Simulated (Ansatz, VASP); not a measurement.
# One calculation of Pt3Pb, two programs

```xyz
4
Lattice="4.1376 0.0000 0.0000 0.0000 4.1376 0.0000 0.0000 0.0000 4.1376" Properties=species:S:1:pos:R:3 pbc="T T T"
Pt    0.0000    2.0688    2.0688
Pt    2.0688    0.0000    2.0688
Pt    2.0688    2.0688    0.0000
Pb    0.0000    0.0000    0.0000
```

Change from the starting cell: volume scaled by 1.06, PAW files.

Alike in both runs: task electric field gradients; functional LDA; k mesh 9 × 9 × 9; occupations fermi-dirac, width 0.03 eV; no spin polarisation.

|  | VASP | Ansatz |
| --- | --- | --- |
| version | VASP 6.6.1 | Ansatz 0.2.0 |
| potentials or method | VASP PAW LDA potentials, release 64 (Pt, Pb_d) | PAW with Ansatz's default frozen-core files, scalar-relativistic |
| plane-wave cutoff (eV) | 520 | 420 |
| valence electrons in the cell | 44 | 68 |

Ansatz gave:

| Property | Result |
| --- | --- |
| pressure (GPa) | -12.9 |
| Vzz of the field gradient on the site that differs most (V/Å²) | -136.5 |

Task: Which values does VASP return?

Result: Pressure (GPa): -12.5; Vzz of the field gradient on the site that differs most (V/Å²): -132.9.

The two sets of potentials don't hold the same shells in valence. Ansatz warned: «gradients_without_spin_orbit».

Spin-orbit coupling is left out, which matters for the levels of Pb, Pt.
